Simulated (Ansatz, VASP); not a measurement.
# Cs4Na16Li10I9Cl21: VASP beside Ansatz

Wanted: the spread between two codes on one cell, functional and k mesh. Of the first pair: The structure shown is frame 45 of Ansatz's trajectory.

Main program and level: Ansatz 0.2.0; plane waves, with VASP 6.6.1 beside it; single point at revPBE.

## Step 1: The structure

The cell holds 60 atoms: 10 Li, 16 Na, 4 Cs, 21 Cl and 9 I. Cell: a = 12.968 Å, b = 12.968 Å, c = 12.968 Å, α = 90.0°, β = 90.0°, γ = 90.0°.

## Step 2: Ansatz: dynamics, revPBE

Ansatz runs on its default PAW (the set named soft_2) files.

One frame of this run of dynamics is then solved in both programs, so the motion causes no difference.

File input.yaml:

```yaml
crystal:
  lattice:
    - [12.9684, 0.0, 0.0]
    - [0.0, 12.9684, 0.0]
    - [0.0, 0.0, 12.9684]
  atoms:
    - { symbol: Li, position: [0.36603, 0.08431, 0.71147] }
    - { symbol: Li, position: [0.81256, 0.07986, 0.6222] }
    - { symbol: Li, position: [0.39127, 0.36453, 0.40753] }
    - { symbol: Li, position: [0.54148, 0.59568, 0.32238] }
    - { symbol: Li, position: [0.61217, 0.91806, 0.60693] }
    - { symbol: Li, position: [0.25694, 0.1182, 0.38326] }
    - { symbol: Li, position: [0.7446, 0.80279, 0.26766] }
    - { symbol: Li, position: [0.21255, 0.4266, 0.87687] }
    - { symbol: Li, position: [0.04532, 0.64017, 0.03949] }
    - { symbol: Li, position: [0.16043, 0.98961, 0.66275] }
    - { symbol: Na, position: [0.7693, 0.42437, 0.83572] }
    - { symbol: Na, position: [0.97391, 0.0171, 0.9015] }
    - { symbol: Na, position: [0.897, 0.04493, 0.28339] }
    - { symbol: Na, position: [0.71514, 0.53511, 0.55999] }
    - { symbol: Na, position: [0.76997, 0.54978, 0.12813] }
    - { symbol: Na, position: [0.18134, 0.66274, 0.74822] }
    - { symbol: Na, position: [0.85365, 0.75133, 0.76669] }
    - { symbol: Na, position: [0.45342, 0.30775, 0.06215] }
    - { symbol: Na, position: [0.49973, 0.64327, 0.81073] }
    - { symbol: Na, position: [0.003, 0.27192, 0.00825] }
    - { symbol: Na, position: [0.26639, 0.15806, 0.14204] }
    - { symbol: Na, position: [0.06931, 0.34733, 0.6175] }
    - { symbol: Na, position: [0.20042, 0.88789, 0.1051] }
    - { symbol: Na, position: [0.48227, 0.37744, 0.73085] }
    - { symbol: Na, position: [0.51463, 0.90522, 0.20315] }
    - { symbol: Na, position: [0.38551, 0.85642, 0.45393] }
    - { symbol: Cs, position: [0.65708, 0.05401, 0.9529] }
    - { symbol: Cs, position: [0.07109, 0.50802, 0.35247] }
    - { symbol: Cs, position: [0.40473, 0.59974, 0.0493] }
    - { symbol: Cs, position: [0.67436, 0.30866, 0.36055] }
    - { symbol: Cl, position: [0.26616, 0.35611, 0.04371] }
    - { symbol: Cl, position: [0.19612, 0.69278, 0.98016] }
    - { symbol: Cl, position: [0.58796, 0.4885, 0.94948] }
    - { symbol: Cl, position: [0.59941, 0.71254, 0.17512] }
    - { symbol: Cl, position: [0.02701, 0.59511, 0.59128] }
    - { symbol: Cl, position: [0.29987, 0.96854, 0.28608] }
    - { symbol: Cl, position: [0.47286, 0.16201, 0.86002] }
    - { symbol: Cl, position: [0.5043, 0.45772, 0.55096] }
    - { symbol: Cl, position: [0.33862, 0.0352, 0.53994] }
    - { symbol: Cl, position: [0.47749, 0.42675, 0.25136] }
    - { symbol: Cl, position: [0.74964, 0.92547, 0.74987] }
    - { symbol: Cl, position: [0.69663, 0.62397, 0.74387] }
    - { symbol: Cl, position: [0.84504, 0.17356, 0.83619] }
    - { symbol: Cl, position: [0.21823, 0.29894, 0.42238] }
    - { symbol: Cl, position: [0.06584, 0.85945, 0.78058] }
    - { symbol: Cl, position: [0.33777, 0.52526, 0.7825] }
    - { symbol: Cl, position: [0.08608, 0.07379, 0.08442] }
    - { symbol: Cl, position: [0.72348, 0.98124, 0.18323] }
    - { symbol: Cl, position: [0.73916, 0.56226, 0.3366] }
    - { symbol: Cl, position: [0.59345, 0.78352, 0.46065] }
    - { symbol: Cl, position: [0.49986, 0.12472, 0.12645] }
    - { symbol: I, position: [0.64465, 0.08849, 0.51872] }
    - { symbol: I, position: [0.98862, 0.49414, 0.91381] }
    - { symbol: I, position: [0.18744, 0.20093, 0.7366] }
    - { symbol: I, position: [0.92588, 0.76582, 0.15214] }
    - { symbol: I, position: [0.42022, 0.83924, 0.77976] }
    - { symbol: I, position: [0.89107, 0.28793, 0.21342] }
    - { symbol: I, position: [0.00956, 0.00833, 0.49444] }
    - { symbol: I, position: [0.81245, 0.33836, 0.58972] }
    - { symbol: I, position: [0.32517, 0.66958, 0.33228] }
kpoints:
  mp_grid: { grid: [1, 1, 1] }
hamiltonian:
  xc: revpbe
scf:
  occupations: { method: fixed }
output:
  forces: true
md:
  timestep: 1.0
  n_steps: 134
  ensemble: nvt_nose_hoover
  temperature: 600
  initial_velocities: maxwell_boltzmann
  seed: 3534
```

The run is started by

```console
$ ansatz run input.yaml --threads 4 --pin off --max-ram 8192MiB --backend cpu --events-out ev --progress --plain --runs-dir out
```

Numbers of over 12 decimals in the logs are rounded to 6 here.

Log:

```text
Warning: md: disabling space-group detection — thermal motion breaks the input geometry's symmetry, so no spatial operation reduces the k-mesh or symmetrises the density; time reversal is kept, so that k and −k are solved as one point where they differ and the mesh holds both, and exact exchange and, on two spinor components, a DFT+U term hold to it where the run has them: on two components no moment then forms, and  [...]
Engine: ansatz 0.2.0, aarch64-unknown-linux-gnu
Pseudopotentials: kind: paw
Pseudopotential: Li, paw, valence charge 3, recommended cutoff 420 eV (normal), Li.paw.azcp
Pseudopotential: Na, paw, valence charge 9, recommended cutoff 420 eV (normal), Na.paw.azcp
Pseudopotential: Cs, paw, valence charge 9, recommended cutoff 420 eV (normal), Cs.paw.azcp
Pseudopotential: Cl, paw, valence charge 7, recommended cutoff 420 eV (normal), Cl.paw.azcp
Pseudopotential: I, paw, valence charge 17, recommended cutoff 420 eV (normal), I.paw.azcp
Functional definition: revPBE
  parameter kappa = 1.245
  parameter beta = 0.066725
  exchange = pbe_x(kappa = kappa, mu = beta*pi^2/3)
  correlation = pbe_c(beta = beta)
Crystal: 60 atoms, lattice volume = 2181.018 Å³
Basis set: ecut = 420 eV, 42691 PW (Γ), exchange–correlation on 180×180×180 points (8 copies of the dense FFT grid, shifted against one another)
Bands: 315, of which v1, the nominal top of the filled ones, is band 255 counted from 1 (254 counted from 0)
Symmetry: 1 space group operations
k-points: 1
Non-local potential: Li, projectors of the file, l = 0: 3, l = 1: 2, l = 2: 1
Non-local potential: Na, projectors of the file, l = 0: 3, l = 1: 2, l = 2: 1
Non-local potential: Cs, projectors of the file, l = 0: 3, l = 1: 2, l = 2: 2, l = 3: 2
Non-local potential: Cl, projectors of the file, l = 0: 2, l = 1: 2, l = 2: 2
Non-local potential: I, projectors of the file, l = 0: 2, l = 1: 2, l = 2: 2, l = 3: 2
PAW form: soft (Blöchl's): semilocal exchange-correlation on the pseudo side does not see the compensation charge
PAW frozen core: Na, regenerated for the run's functional, and the local potential with it (the file was generated under x = pbe(κ = 0.804, μ = 0.219515), c = pbe(β = 0.066725))
PAW frozen core: Cs, regenerated for the run's functional, and the local potential with it (the file was generated under x = pbe(κ = 0.804, μ = 0.219515), c = pbe(β = 0.066725))
PAW frozen core: Cl, regenerated for the run's functional, and the local potential with it (the file was generated under x = pbe(κ = 0.804, μ = 0.219515), c = pbe(β = 0.066725))
PAW frozen core: I, regenerated for the run's functional, and the local potential with it (the file was generated under x = pbe(κ = 0.804, μ = 0.219515), c = pbe(β = 0.066725))
PAW one-centre angular grid: Li, 110 points (default); XC on 64 Gauss nodes
PAW one-centre angular grid: Na, 110 points (default); XC on 64 Gauss nodes
PAW one-centre angular grid: Cs, 194 points (default); XC on 64 Gauss nodes
PAW one-centre angular grid: Cl, 110 points (default); XC on 64 Gauss nodes
PAW one-centre angular grid: I, 590 points (default); XC on 64 Gauss nodes
Initial density: superposition of atomic densities (neutral atoms: chi_scale 0, normalization atom), corrected by the library's trained network
Initial wavefunctions: pseudopotential atomic-orbital guess
Functional: x = revpbe(κ = 1.245, μ = 0.219515), c = pbe(β = 0.066725)
SCF iter   1: F=—  HF=-139068.551396 eV  |F-HF|=—  |Δ(HF+E_count)|=         —  Δρ=2.04e-3  dr2=1.65e-1  ethr=1.77e-3  ⟨swp⟩=7.0  Hψ=922  notcnv=0  defer=57
preconditioner: auto → Resta (q_TF=auto, 2.141 Å⁻¹)  ε∞=2.5  [insulator: Δε(μ)=2.991 eV  Ē_g=10.585 eV  n_scr=364 (ndim 8)  ℏωp=12.9 eV  f_vac=0.238  ε∞_Penn≈2.5]
SCF iter   2: F=—  HF=-139068.515351 eV  |F-HF|=—  |Δ(HF+E_count)|=   3.60e-2  Δρ=9.30e-4  dr2=2.96e-2  ethr=3.23e-5  ⟨swp⟩=3.0  Hψ=524  notcnv=0  defer=58
SCF iter   3: F=—  HF=-139068.515335 eV  |F-HF|=—  |Δ(HF+E_count)|=   1.63e-5  Δρ=2.93e-4  dr2=3.44e-3  ethr=5.81e-6  ⟨swp⟩=4.0  Hψ=451  notcnv=0  defer=58
SCF iter   4: F=—  HF=-139068.517135 eV  |F-HF|=—  |Δ(HF+E_count)|=   1.80e-3  Δρ=6.87e-5  dr2=1.53e-4  ethr=6.74e-7  ⟨swp⟩=2.0  Hψ=375  notcnv=0  defer=58
SCF iter   5: F=—  HF=-139068.517391 eV  |F-HF|=—  |Δ(HF+E_count)|=   2.57e-4  Δρ=2.55e-5  dr2=1.77e-5  ethr=3.01e-8  ⟨swp⟩=2.0  Hψ=519  notcnv=0  defer=58
[...]
md step   111: t =   111.00 fs  T =   658.7 K  F+E_penalty+E_count = -139069.72894392 eV  E_kin = 5.023666 eV  conserved = -139063.94174264 eV  (3 SCF iters)
md step   112: t =   112.00 fs  T =   663.0 K  F+E_penalty+E_count = -139069.77646432 eV  E_kin = 5.056342 eV  conserved = -139063.94180255 eV  (3 SCF iters)
md step   113: t =   113.00 fs  T =   667.7 K  F+E_penalty+E_count = -139069.82763758 eV  E_kin = 5.092467 eV  conserved = -139063.94186855 eV  (2 SCF iters)
md step   114: t =   114.00 fs  T =   672.8 K  F+E_penalty+E_count = -139069.88143125 eV  E_kin = 5.130998 eV  conserved = -139063.94193894 eV  (3 SCF iters)
md step   115: t =   115.00 fs  T =   678.0 K  F+E_penalty+E_count = -139069.93673921 eV  E_kin = 5.170818 eV  conserved = -139063.94201308 eV  (2 SCF iters)
md step   116: t =   116.00 fs  T =   683.3 K  F+E_penalty+E_count = -139069.99244657 eV  E_kin = 5.210810 eV  conserved = -139063.94208472 eV  (3 SCF iters)
md step   117: t =   117.00 fs  T =   688.4 K  F+E_penalty+E_count = -139070.04748880 eV  E_kin = 5.249912 eV  conserved = -139063.94214833 eV  (2 SCF iters)
md step   118: t =   118.00 fs  T =   693.3 K  F+E_penalty+E_count = -139070.10090193 eV  E_kin = 5.287159 eV  conserved = -139063.94220264 eV  (3 SCF iters)
md step   119: t =   119.00 fs  T =   697.8 K  F+E_penalty+E_count = -139070.15186007 eV  E_kin = 5.321729 eV  conserved = -139063.94224636 eV  (2 SCF iters)
md step   120: t =   120.00 fs  T =   701.9 K  F+E_penalty+E_count = -139070.19970073 eV  E_kin = 5.352967 eV  conserved = -139063.94227845 eV  (6 SCF iters)
md step   121: t =   121.00 fs  T =   705.5 K  F+E_penalty+E_count = -139070.24393712 eV  E_kin = 5.380392 eV  conserved = -139063.94230055 eV  (3 SCF iters)
md step   122: t =   122.00 fs  T =   708.6 K  F+E_penalty+E_count = -139070.28425941 eV  E_kin = 5.403707 eV  conserved = -139063.94231240 eV  (3 SCF iters)
md step   123: t =   123.00 fs  T =   711.1 K  F+E_penalty+E_count = -139070.32052621 eV  E_kin = 5.422787 eV  conserved = -139063.94231116 eV  (2 SCF iters)
md step   124: t =   124.00 fs  T =   713.0 K  F+E_penalty+E_count = -139070.35274826 eV  E_kin = 5.437652 eV  conserved = -139063.94230125 eV  (3 SCF iters)
md step   125: t =   125.00 fs  T =   714.4 K  F+E_penalty+E_count = -139070.38106663 eV  E_kin = 5.448456 eV  conserved = -139063.94228830 eV  (2 SCF iters)
md step   126: t =   126.00 fs  T =   715.3 K  F+E_penalty+E_count = -139070.40572793 eV  E_kin = 5.455463 eV  conserved = -139063.94227134 eV  (3 SCF iters)
md step   127: t =   127.00 fs  T =   715.8 K  F+E_penalty+E_count = -139070.42705767 eV  E_kin = 5.459017 eV  conserved = -139063.94225050 eV  (2 SCF iters)
md step   128: t =   128.00 fs  T =   715.9 K  F+E_penalty+E_count = -139070.44543457 eV  E_kin = 5.459511 eV  conserved = -139063.94222797 eV  (3 SCF iters)
md step   129: t =   129.00 fs  T =   715.6 K  F+E_penalty+E_count = -139070.46126620 eV  E_kin = 5.457370 eV  conserved = -139063.94220547 eV  (2 SCF iters)
md step   130: t =   130.00 fs  T =   715.0 K  F+E_penalty+E_count = -139070.47496812 eV  E_kin = 5.453026 eV  conserved = -139063.94218336 eV  (6 SCF iters)
md step   131: t =   131.00 fs  T =   714.2 K  F+E_penalty+E_count = -139070.48694583 eV  E_kin = 5.446900 eV  conserved = -139063.94216332 eV  (3 SCF iters)
md step   132: t =   132.00 fs  T =   713.2 K  F+E_penalty+E_count = -139070.49758032 eV  E_kin = 5.439388 eV  conserved = -139063.94214562 eV  (3 SCF iters)
md step   133: t =   133.00 fs  T =   712.1 K  F+E_penalty+E_count = -139070.50721592 eV  E_kin = 5.430853 eV  conserved = -139063.94212764 eV  (2 SCF iters)
[...]
md step   134: t =   134.00 fs  T =   710.9 K  F+E_penalty+E_count = -139070.51614994 eV  E_kin = 5.421602 eV  conserved = -139063.94211306 eV  (6 SCF iters)
SCF converged after 6 iterations
Free energy (F): -139070.516150 eV
Harris-Foulkes:  -139070.516150 eV  (|F-HF|=5.01e-8)
Internal energy: -139070.516150 eV  (E = F + TS)
E sigma→0 (E₀):  -139070.516150 eV
Fermi energy:    0.774483 eV
--- Per-component energies (eV) ---
  E_band       = -9584.389794
  E_kinetic    = 7813.682726
  E_local      = -58111.038306  (includes V_loc(G=0)·N_el)
  E_nonlocal   = 1397.006895
  E_hartree    = 24514.710423
  E_xc         = -4861.447851
  E_vxc        = -5185.809024  (∫ρ·V_xc dr)
  E_paw        = -82052.567545  (= ΣΔE_a)
  E_vpaw       = -4527.652398  (= ΣTr[D̂ρ^β])
  E_aug_tail   = 0.001223  (compensation charges beyond the density's cutoff)
  E_ewald      = -27769.379782
  E_core_change = -1.483933  (= ΣΔE_core)
  E_smearing   = -0.000000  (= −TS)
  E_closure    = 0.000000  (closes the sum)
  Σ components = -139070.516150   (vs F -139070.516150, Δ=0.00e0)
--- Forces (eV/Å), atoms counted from 1 ---
  atom   1  Li    -0.27698869     0.12292157    -0.34525217
  atom   2  Li    -0.00843028    -0.30492075    -0.44464926
  atom   3  Li    -0.11521726    -0.12501279     0.50489136
  atom   4  Li    -0.01860995     0.13479096     0.16627155
  atom   5  Li    -0.06801273    -1.04641627     0.21947434
  atom   6  Li     0.45897651     0.45836818    -0.19587946
  atom   7  Li     0.13332337    -0.93930344    -0.17547591
  atom   8  Li     0.13217855    -0.20948918    -1.19561438
  atom   9  Li     0.00059534    -0.19960839    -0.44491263
  atom  10  Li    -0.15554783    -0.14844348     0.14503990
  atom  11  Na    -0.37461436     0.23845658     0.59539935
  atom  12  Na    -0.33183354    -0.59225538     0.17362510
  atom  13  Na     0.18431579    -0.11081124     0.09950897
  atom  14  Na     0.11076914     0.08632733    -0.05413195
  atom  15  Na     0.07264265    -0.13251509    -0.78583858
  atom  16  Na     0.06021774     0.21061803     0.37989692
  atom  17  Na     0.08374086     0.29159472     0.14510266
  atom  18  Na     0.08956931     0.06914191    -0.38944792
  atom  19  Na     0.24796117     0.18168431     0.14426490
  atom  20  Na     0.22305628    -0.09748581    -0.14693644
  atom  21  Na    -0.10231837    -0.07969105    -0.09974433
  atom  22  Na     0.13116151    -0.03224724     0.21706213
  atom  23  Na    -0.17834661     0.15226566    -0.07614495
  atom  24  Na    -0.14290854    -0.35853233     0.09504230
[...]
atom  53  I      0.18486289     0.38042908     0.16656454
  atom  54  I      0.33919870     0.00714316    -0.17785368
  atom  55  I     -0.35561604     0.12479626     0.63317269
  atom  56  I      0.24607383    -0.62876828     0.08241575
  atom  57  I     -0.19757543     0.01077729     0.19166710
  atom  58  I      0.15878753    -0.19974154     0.17903881
  atom  59  I      0.09112861    -0.35893525    -0.62255354
  atom  60  I     -0.13706013    -0.07214999     0.12452249
  max |Σ_I F_I| component: 3.43e-5 eV/Å
--- MD trajectory: 134 steps, t = 0.0 → 134.0 fs ---
  final state: T = 710.9 K   F+E_penalty+E_count = -139070.51614994 eV   E_kin = 5.421602 eV
  conserved energy: peak-to-peak 6.608e-4 eV (1.101e-5 eV/atom) over 134.0 fs
```

(Part 1 of 3 ends here.)

[Lines on the potential files, build, host, timing and source positions are cut from VASP's logs without a mark.]

[Logs are printed without paths, hosts, clocks, repeated set-up lines and the standing remarks that a program may print on its own settings, such as how far it seeks lower states.]

[Hosts, paths, dates, database ids (printed as entryN), source tags and the programs' standing remarks are cut or masked in the printed files.]
